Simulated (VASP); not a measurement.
Input:

```xyz
2
Lattice="0.0000 3.2300 3.2300 3.2300 0.0000 3.2300 3.2300 3.2300 0.0000" Properties=species:S:1:pos:R:3 pbc="T T T"
Te     3.2300     3.2300     3.2300
Pb     0.0000     0.0000     0.0000
```

Level of theory: vdW-DF-cx, VASP's PBE PAW potentials (set 64) (plane waves; VASP). Settings: 520 eV cut-off, Gaussian smearing of 0.050 eV, potentials Te Pb_d.

Unless said otherwise, spin-orbit coupling is left out, though it shifts the bands of the heavy elements here.

Task: Give the energies of bands 7 to 13 at the high-symmetry points, in eV from the valence-band maximum.

Result: 
```
band      Γ      X      U      L      W
----  -----  -----  -----  -----  -----
7     -5.63  -7.33  -8.00  -8.62  -8.02
8     -1.33  -4.49  -4.11  -0.86  -3.78
9     -1.33  -2.79  -2.29  -0.86  -3.78
10    -1.33  -2.79  -2.08   0.00  -0.34
11     4.05   3.29   3.57   0.71   1.66
12     4.05   5.45   3.78   1.26   5.22
13     4.05   5.45   5.12   1.26   5.22
```

The gap is direct, 0.71 eV, from the valence maximum at L to the conduction minimum at L.

The compound is PbTe in the rock salt structure. The cell was not relaxed at this level.
